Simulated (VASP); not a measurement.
Consider the following.

```
Mo
1.0
   -1.55129     1.55129     1.55129
    1.55129    -1.55129     1.55129
    1.55129     1.55129    -1.55129
Mo
1
Direct
  0.00000   0.00000   0.00000
```

Method: PBE GGA with D3 dispersion (Becke-Johnson damping), VASP's PBE PAW potentials (set 64) (plane waves; VASP). Run with 520 eV cut-off, 16×16×16 Γ-centred mesh, first-order Methfessel-Paxton smearing of 0.10 eV, potentials Mo_sv.

### Question
Estimate the energy per atom (σ→0), pressure, band gap (on the k-mesh) with the smallest direct gap where there is one.

### Answer

- band gap (on the k-mesh) = none (metal, semimetal or under 0.01 eV)
- energy per atom (σ→0) = -11.645 eV/atom
- pressure = 8.37 GPa

Total energies compare only between runs with the same potentials, cut-off and functional.

The compound is Mo in the bcc structure. This cell is one point of a volume scan, at 0.97 of the reference volume.
